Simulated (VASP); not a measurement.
Data:

```
AsB
1.0
    0.00000     2.32277     2.32277
    2.32277     0.00000     2.32277
    2.32277     2.32277     0.00000
B As
1 1
Direct
  0.00000   0.00000   0.00000
  0.25000   0.25000   0.25000
```

The numbers are results of LDA (Ceperley-Alder, Perdew-Zunger), VASP's LDA PAW potentials (set 64) (plane waves; VASP), not measurements. Settings: 520 eV cut-off, 10×10×10 Γ-centred mesh, Gaussian smearing of 0.050 eV, potentials B As.

**Question.** What does the run give for the energy per atom (σ→0), pressure?

**Answer.** 
```json
{
  "energy per atom (σ→0)": "-6.439 eV/atom",
  "pressure": "10.35 GPa"
}
```

Total energies compare only between runs with the same potentials, cut-off and functional.

The compound is BAs in the zinc blende structure. This cell is one point of a volume scan, at 0.94 of the reference volume.
